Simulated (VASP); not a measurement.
Runs of VASP 6.6.1 on MoS2. Symmetry: P6_3/mmc, No. 194, hexagonal system. Conventional cell: a = 3.161 Å, b = 3.161 Å, c = 12.910 Å, α = 90.00°, β = 90.00°, γ = 120.00°. Mo (site symmetry -6m2) has 6 S at 2.40 Å as nearest neighbours. Around S (site symmetry 3m) lie 3 Mo at 2.40 Å. The cell was built by a generator and needn't be a form met in nature.

```csv
level,potentials or basis,gap on the mesh (eV),pressure (GPa),largest force (eV/Å)
LDA,"VASP PAW LDA potentials, release 64 (Mo_sv, S)",1.17,-4.9,0.39
PBE+D4,"VASP PAW PBE potentials, release 64 (Mo_sv, S)",1.24,-1.2,0.02
SCAN,"VASP PAW PBE potentials, release 64 (Mo_sv, S)",(b),0.0,0.16
optB86b-vdW,"VASP PAW PBE potentials, release 64 (Mo_sv, S)",1.21,0.5,0.17
vdW-DF2,"VASP PAW PBE potentials, release 64 (Mo_sv, S)",1.20,12.0,1.04
PBEsol,"VASP PAW PBE potentials, release 64 (Mo_sv, S)",1.21,-2.4,(a)
```

Alike in all rows: task single point; no spin polarisation; cell as given; k mesh 8 × 8 × 2; cutoff (eV) 520; smearing fermi-dirac 0.05 eV.

Task: Estimate the missing entries.

Result: (a) 0.23; (b) 1.36.

Caveats: the PAW data sets were made with another functional, which shifts forces and pressure a little (some runs); this functional lacks dispersion, which binds the layers, so the pressure and a relaxed spacing across them are unreliable (some runs).

A k mesh can miss the band edges, and the runs leave out spin-orbit coupling on Mo.
